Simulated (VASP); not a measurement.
Input:

```xyz
72
Lattice="4.8683 -8.4322 0.0000 4.8683 8.4322 0.0000 0.0000 0.0000 10.5563" Properties=species:S:1:pos:R:3 pbc="T T T"
Ga     1.6228    -0.9369     2.6391
Ga     1.6228     0.9369     0.0000
Ga     1.6228    -0.9369     7.9172
Ga     1.6228     0.9369     5.2781
Ga     3.2455     1.8738     2.6391
Ga     3.2455     3.7476     0.0000
Ga     3.2455     1.8738     7.9172
Ga     3.2455     3.7476     5.2781
Ga     4.8683     4.6845     2.6391
Ga     4.8683     6.5584     0.0000
Ga     4.8683     4.6845     7.9172
Ga     4.8683     6.5584     5.2781
Ga     3.2455    -3.7476     2.6391
Ga     3.2455    -1.8738     0.0000
Ga     3.2455    -3.7476     7.9172
Ga     3.2455    -1.8738     5.2781
Ga     4.8683    -0.9369     2.6391
Ga     4.8683     0.9369     0.0000
Ga     4.8683    -0.9369     7.9172
Ga     4.8683     0.9369     5.2781
Ga     6.4911     1.8738     2.6391
Ga     6.4911     3.7476     0.0000
Ga     6.4911     1.8738     7.9172
Ga     6.4911     3.7476     5.2781
Ga     4.8683    -6.5584     2.6391
Ga     4.8683    -4.6845     0.0000
Ga     4.8683    -6.5584     7.9172
Ga     4.8683    -4.6845     5.2781
Ga     6.4911    -3.7476     2.6391
Ga     6.4911    -1.8738     0.0000
Ga     6.4911    -3.7476     7.9172
Ga     6.4911    -1.8738     5.2781
Ga     8.1139    -0.9369     2.6391
Ga     8.1139     0.9369     0.0000
Ga     8.1139    -0.9369     7.9172
Ga     8.1139     0.9369     5.2781
N      1.6228    -0.9369     4.6289
N      1.6228     0.9369     1.9899
N      1.6228    -0.9369     9.9071
N      1.6228     0.9369     7.2680
N      3.2455     1.8738     4.6289
N      3.2455     3.7476     1.9899
N      3.2455     1.8738     9.9071
N      3.2455     3.7476     7.2680
N      4.8683     4.6845     4.6289
N      4.8683     6.5584     1.9899
N      4.8683     4.6845     9.9071
N      4.8683     6.5584     7.2680
N      3.2455    -3.7476     4.6289
N      3.2455    -1.8738     1.9899
N      3.2455    -3.7476     9.9071
N      3.2455    -1.8738     7.2680
N      4.8683    -0.9369     4.6289
N      4.8683     0.9369     1.9899
N      4.8683    -0.9369     9.9071
N      4.8683     0.9369     7.2680
N      6.4911     1.8738     4.6289
N      6.4911     3.7476     1.9899
N      6.4911     1.8738     9.9071
N      6.4911     3.7476     7.2680
N      4.8683    -6.5584     4.6289
N      4.8683    -4.6845     1.9899
N      4.8683    -6.5584     9.9071
N      4.8683    -4.6845     7.2680
N      6.4911    -3.7476     4.6289
N      6.4911    -1.8738     1.9899
N      6.4911    -3.7476     9.9071
N      6.4911    -1.8738     7.2680
N      8.1139    -0.9369     4.6289
N      8.1139     0.9369     1.9899
N      8.1139    -0.9369     9.9071
N      8.1139     0.9369     7.2680
```

Method: PBE GGA, VASP's PBE PAW potentials (set 64) (plane waves; VASP). Settings: PREC = Normal, LREAL = Auto, EDIFF = 1E-5, 400 eV cut-off, 1×1×1 Γ-centred mesh, Gaussian smearing of 0.050 eV, potentials Ga N.

At this cut-off the stress carries a Pulay error, which pulls relaxed volumes low. The supercell is sampled at Γ alone, which is coarse: total energies, pressure and levels can be off, energies of defects by several tenths of an eV.

Task: Estimate the energy per atom (σ→0), pressure.

Result: 
```
Item                           Result
---------------------  --------------
energy per atom (σ→0)  -6015 meV/atom
pressure                    -2.34 GPa
```

Total energies compare only between runs with the same potentials, cut-off and functional.

The cell is a supercell, built from GaN (wurtzite).
